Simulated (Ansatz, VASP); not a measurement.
# Cross-check of Cr3GaN between VASP and Ansatz, part 3 of 3

One calculation is typed for both programs; each brings its own data sets. How far apart do they land? The cell is taken from a series of runs on this material, whose earlier steps may have relaxed, scaled, displaced or heated it; both programs get it as it stands.

VASP 6.6.1 and Ansatz 0.2.0.

So far: The starting structure; VASP: zone-centre phonons, PBEsol.

### 3. Ansatz: zone-centre phonons, PBEsol

Level of this step: Ansatz beside VASP: Kohn-Sham DFT, plane waves, PBEsol (Ansatz).

Ansatz runs on its PAW soft_1 files.

The same cell, functional, mesh and smearing now go to Ansatz, which takes its cutoff from its data sets.

Input file input.yaml:

```yaml
crystal:
  lattice:
    - [3.7759371135, 0.0, 0.0]
    - [0.0, 3.7759371135, 0.0]
    - [0.0, 0.0, 3.7759371135]
  atoms:
    - { symbol: Cr, position: [0.5, 0.0, 0.5] }
    - { symbol: Cr, position: [0.0, 0.5, 0.5] }
    - { symbol: Cr, position: [0.5, 0.5, 0.0] }
    - { symbol: Ga, position: [0.0, 0.0, 0.0] }
    - { symbol: "N", position: [0.5, 0.5, 0.5] }
kpoints:
  mp_grid: { grid: [12, 12, 12] }
hamiltonian:
  xc: pbesol
  pseudopotentials: { kind: paw, azcp: { folder: soft_1 }, xc_functional: pbe }
scf:
  occupations: { method: methfessel_paxton, width: 0.2 }
output:
  eigenvalues: true
phonons:
  method: dfpt
```

The run is started by

```
> ansatz run input.yaml --threads 4 --pin off --max-ram 10240MiB --backend cpu --events-out ev --progress --plain --runs-dir out
```

Numbers of over 12 decimals in the logs are rounded to 6 here.

Log:

```text
zone centre: on kpoints.mp_grid the ground state, and the responses unless they are solved on pairs of k-points, stand on 343 of the mesh's 1728 k-points, reduced under 8 symmetry operations, with k and −k counted as one. Each operation leaves every solved displacement unchanged or reverses it
Engine: ansatz 0.2.0, aarch64-unknown-linux-gnu
Pseudopotentials: kind: paw
Pseudopotential: Cr, paw, valence charge 14, recommended cutoff 420 eV (normal), soft_1/Cr.paw.azcp
Pseudopotential: Ga, paw, valence charge 13, recommended cutoff 420 eV (normal), soft_1/Ga.paw.azcp
Pseudopotential: N, paw, valence charge 5, recommended cutoff 420 eV (normal), soft_1/N.paw.azcp
Functional definition: PBEsol
  exchange = pbesol_x
  correlation = pbesol_c
Crystal: 5 atoms, lattice volume = 53.836 Å³
Basis set: ecut = 420 eV, 1021 PW (Γ), exchange–correlation on 54×54×54 points (8 copies of the dense FFT grid, shifted against one another)
Bands: 36, of which v1, the nominal top of the filled ones, is band 30 counted from 1 (29 counted from 0)
Symmetry: 48 space group operations
k-points: 343 of 1728 (irreducible under 8 space group operations)
Non-local potential: Cr, projectors of the file, l = 0: 3, l = 1: 2, l = 2: 3, l = 3: 1
Non-local potential: Ga, projectors of the file, l = 0: 2, l = 1: 2, l = 2: 3, l = 3: 1
Non-local potential: N, projectors of the file, l = 0: 2, l = 1: 2, l = 2: 1
PAW form: soft (Blöchl's): semilocal exchange-correlation on the pseudo side does not see the compensation charge
PAW frozen core: Cr, regenerated for the run's functional, and the local potential with it (the file was generated under x = pbe(κ = 0.804, μ = 0.219515), c = pbe(β = 0.066725))
PAW frozen core: Ga, regenerated for the run's functional, and the local potential with it (the file was generated under x = pbe(κ = 0.804, μ = 0.219515), c = pbe(β = 0.066725))
PAW frozen core: N, regenerated for the run's functional, and the local potential with it (the file was generated under x = pbe(κ = 0.804, μ = 0.219515), c = pbe(β = 0.066725))
PAW one-centre angular grid: Cr, 590 points (default); XC on 64 Gauss nodes
PAW one-centre angular grid: Ga, 590 points (default); XC on 64 Gauss nodes
PAW one-centre angular grid: N, 110 points (default); XC on 64 Gauss nodes
Initial density: superposition of atomic densities (chi_scale 0.1, normalization cell, long waves kept (reshape's long-wave potential 0.01 eV rms))
Initial wavefunctions: pseudopotential atomic-orbital guess
Functional: x = pbesol(κ = 0.804, μ = 0.123457), c = pbesol(β = 0.046)
SCF iter   1: F=—  HF=-14175.521572 eV  |F-HF|=—  |Δ(HF+E_count)|=         —  Δρ=2.02e-1  dr2=2.12e1  ethr=3.10e-3  ⟨swp⟩=5.1  Hψ=40081  notcnv=0
preconditioner: auto → Kerker (q_TF=auto, 2.778 Å⁻¹)  [metal: Δε(μ)=0.019 eV  Ē_g=9.783 eV  σ=0.200 eV  W_gap=0.08  n_scr=18 (ndim 8)  ℏωp=30.4 eV  f_vac=0.000  D(μ)=2.95/eV (n_scr^D=26)]
SCF iter   2: F=—  HF=-14171.415669 eV  |F-HF|=—  |Δ(HF+E_count)|=    4.11e0  S|Δr|=    0.00e0  Δρ=4.88e-2  dr2=1.25e0  ethr=3.10e-3  ⟨swp⟩=3.0  Hψ=29100  notcnv=0
SCF iter   3: F=—  HF=-14171.075061 eV  |F-HF|=—  |Δ(HF+E_count)|=   3.41e-1  S|Δr|=    0.00e0  Δρ=2.08e-2  dr2=1.87e-1  ethr=2.08e-3  ⟨swp⟩=2.0  Hψ=16590  notcnv=0
SCF iter   4: F=—  HF=-14171.036525 eV  |F-HF|=—  |Δ(HF+E_count)|=   3.85e-2  S|Δr|=    0.00e0  Δρ=5.18e-3  dr2=7.47e-3  ethr=3.11e-4  ⟨swp⟩=2.1  Hψ=18225  notcnv=0
SCF iter   5: F=—  HF=-14171.038344 eV  |F-HF|=—  |Δ(HF+E_count)|=   1.82e-3  S|Δr|=    0.00e0  Δρ=1.61e-3  dr2=8.82e-4  ethr=1.24e-5  ⟨swp⟩=2.0  Hψ=18922  notcnv=0
SCF iter   6: F=—  HF=-14171.037521 eV  |F-HF|=—  |Δ(HF+E_count)|=   8.23e-4  S|Δr|=    0.00e0  Δρ=5.58e-4  dr2=1.46e-4  ethr=1.47e-6  ⟨swp⟩=2.0  Hψ=17798  notcnv=0
SCF iter   7: F=—  HF=-14171.037455 eV  |F-HF|=—  |Δ(HF+E_count)|=   6.63e-5  S|Δr|=    0.00e0  Δρ=2.22e-4  dr2=3.08e-5  ethr=2.43e-7  ⟨swp⟩=2.0  Hψ=14946  notcnv=0
SCF iter   8: F=—  HF=-14171.037454 eV  |F-HF|=—  |Δ(HF+E_count)|=   7.46e-7  S|Δr|=    0.00e0  Δρ=5.29e-5  dr2=1.24e-6  ethr=5.13e-8  ⟨swp⟩=2.0  Hψ=15538  notcnv=0
SCF iter   9: F=—  HF=-14171.037453 eV  |F-HF|=—  |Δ(HF+E_count)|=   1.16e-6  S|Δr|=    0.00e0  Δρ=1.62e-5  dr2=1.11e-7  ethr=2.07e-9  ⟨swp⟩=2.0  Hψ=16628  notcnv=0
SCF iter  10: F=—  HF=-14171.037453 eV  |F-HF|=—  |Δ(HF+E_count)|=   2.95e-8  S|Δr|=    0.00e0  Δρ=3.71e-6  dr2=5.12e-9  ethr=1.84e-10  ⟨swp⟩=2.3  Hψ=18503  notcnv=0
SCF iter  11: F=—  HF=-14171.037453 eV  |F-HF|=—  |Δ(HF+E_count)|=  4.42e-10  S|Δr|=    0.00e0  Δρ=2.18e-6  dr2=2.30e-9  ethr=8.53e-12  ⟨swp⟩=2.0  Hψ=21757  notcnv=0
SCF iter  12: F=—  HF=-14171.037453 eV  |F-HF|=—  |Δ(HF+E_count)|=  3.06e-10  S|Δr|=    0.00e0  Δρ=4.23e-7  dr2=5.65e-11  ethr=3.83e-12  ⟨swp⟩=2.1  Hψ=17200  notcnv=0
SCF iter  13: F=-14171.037453 eV  HF=-14171.037453 eV  |F-HF|=5.46e-12  |Δ(HF+E_count)|=  1.46e-11  S|Δr|=    0.00e0  Δρ=8.57e-8  dr2=3.37e-12  ethr=1.00e-12  ⟨swp⟩=5.2  Hψ=51918  notcnv=0
the search or the solves at the SCF's close seem to have found levels that the self-consistency loop had missed (the run counts 7). By its estimate they hold under 1e-12 electrons; where the run keeps them, the occupations were computed again with them
SCF 1 converged in 13 iterations: F = -14171.037453 eV  dr2 = 3.37e-12
  greatest PAW one-centre occupation: 1.000 electrons in one spin orbital (limit 2), on the Cr atom at site 2 (counted from 0), in its partial waves of l = 0
DFPT response loops at Γ: preconditioner auto → Kerker (q_TF=auto, 2.778 Å⁻¹) (partly filled bands, converged f_vac=0.000); β = 1.00, the filter's whole step (`scf.mixing.beta` (0.50) is not read by the response loops under this deck's `scf.mixing.preconditioner`; to damp them name `kerker` or `kerker_dos`, under which they read `scf.mixing.beta`, and type it under 1.00, their step now; both keys bind the ground state too); Broyden in place of MSR1
SCF converged after 13 iterations
Stability not checked: this state was not tested for a lower state beside it, because cold or Methfessel-Paxton smearing, or corrected tetrahedra, fill the levels in a way that the test cannot read (fill_not_monotonic; see scf.lower_state_search)
Free energy (F): -14171.037453 eV
Harris-Foulkes:  -14171.037453 eV  (|F-HF|=5.46e-12)
Internal energy: -14171.035473 eV  (E = F + TS)
E sigma→0 (E₀):  -14171.036958 eV
Entropy (-TS):   -0.001980 eV (-0.396 meV/atom)
Fermi energy:    17.569455 eV
--- Per-component energies (eV) ---
  E_band       = -414.152808
  E_kinetic    = 1160.529502
  E_local      = -4691.800819  (includes V_loc(G=0)·N_el)
  E_nonlocal   = 76.164010
  E_hartree    = 2428.306736
  E_xc         = -470.999941
  E_vxc        = -577.677425  (∫ρ·V_xc dr)
  E_paw        = -5649.194694  (= ΣΔE_a)
  E_vpaw       = -1237.984299  (= ΣTr[D̂ρ^β])
  E_aug_tail   = 0.002685  (compensation charges beyond the density's cutoff)
  E_ewald      = -7025.414031
  E_core_change = 1.371077  (= ΣΔE_core)
  E_smearing   = -0.001980  (= −TS)
  E_closure    = -0.000000  (closes the sum)
  Σ components = -14171.037453   (vs F -14171.037453, Δ=0.00e0)
--- Band table (eV; the first three rows and the last of 343) ---
  k-point 0: bands = [... 26 lower, 14.8094, 17.6896, 17.6896, 17.6896, 18.0867, 18.0867, 19.3328, 19.5109, ... 2 higher]
  k-point 1: bands = [... 26 lower, 14.8700, 17.6140, 17.6140, 17.6589, 17.9284, 18.0876, 19.2818, 19.4192, ... 2 higher]
  k-point 2: bands = [... 26 lower, 15.0463, 17.4903, 17.4903, 17.5427, 17.5733, 18.0888, 19.1319, 19.3232, ... 2 higher]
  k-point 342: bands = [... 26 lower, 16.3443, 16.3443, 16.5574, 16.5574, 16.5574, 18.1604, 18.1604, 19.2710, ... 2 higher]
--- Phonons (Γ-DFPT): 4 representative perturbations + reference, on 343 of 1728 k-points (Σ response iterations 12) ---
  k mesh reduced under 8 symmetry operations, with k and −k counted as one. Each operation leaves every solved displacement unchanged or reverses it
  ASR residual: 8.147e-5 → 0.000e0 eV/Å²; symmetrization residual: 2.494e-6 eV/Å²
  ASR residual per site (eV/Å²): 1.99e-5 1.99e-5 1.99e-5 8.15e-5 5.30e-6
  Γ frequencies (cm⁻¹): 0.00 0.00 0.00 104.39 104.39 104.39 148.22 148.22 148.22 217.16 217.16 217.16 679.46 679.46 679.46
  non-analytic LO–TO correction: not included (Born effective charges unavailable; polar crystals: no LO–TO splitting at Γ)
```

The column dr2 measures how far the density is from self-consistency, as an energy; F and HF (Harris–Foulkes) agree once it is small.

### 4. Comparison

Known differences besides the potentials themselves: the data sets hold 60 valence electrons in Ansatz (on its PAW soft_1 files) and 54 in VASP; the cutoff is 420 eV in Ansatz and 600 eV in VASP; Ansatz makes its cores anew for this functional, VASP keeps those of its PBE data sets. Total energies have different zeros and are not compared.

Both answers:

| quantity | Ansatz | VASP | difference |
| --- | --- | --- | --- |
| optical mode 1 to 3 (cm⁻¹) | 104.4 | 102.4 | +1.90 % |
| optical mode 4 to 6 (cm⁻¹) | 148.2 | 145.4 | +1.91 % |
| optical mode 7 to 9 (cm⁻¹) | 217.2 | 217.3 | -0.05 % |
| optical mode 10 to 12 (cm⁻¹) | 679.5 | 685.7 | -0.91 % |

Modes are paired by rising frequency, not by their patterns, so a pair may set unlike modes beside each other; they are those without the splitting of longitudinal modes.

### 5. Summary of results

```json
{
  "r.m.s. difference of the optical zone-centre modes, each program's sorted by frequency (zone-centre phonons, PBEsol)": "3.6 cm⁻¹",
  "difference in optical mode 4 to 6 (zone-centre phonons, PBEsol)": "+1.9 %"
}
```

**Reading.** The r.m.s. difference of the optical zone-centre modes, each program's sorted by frequency is 3.6 cm⁻¹ (zone-centre phonons, PBEsol). The data sets hold unlike numbers of valence electrons (60 in Ansatz and 54 in VASP), so part of the differences comes from the potentials. Among the rows given in per cent, the largest difference of the zone-centre phonons, PBEsol pair is in optical mode 4 to 6, +1.9 %. Such differences can come from data sets, numerical settings and the points named under the comparisons, not from the functional's error against experiment.

[Lines on the potential files, build, host, timing and source positions are cut from VASP's logs without a mark.]

[Logs are printed without paths, hosts, clocks, repeated set-up lines and the standing remarks that a program may print on its own settings, such as how far it seeks lower states.]

[Hosts, paths, dates, database ids (printed as entryN), source tags and the programs' standing remarks are cut or masked in the printed files.]
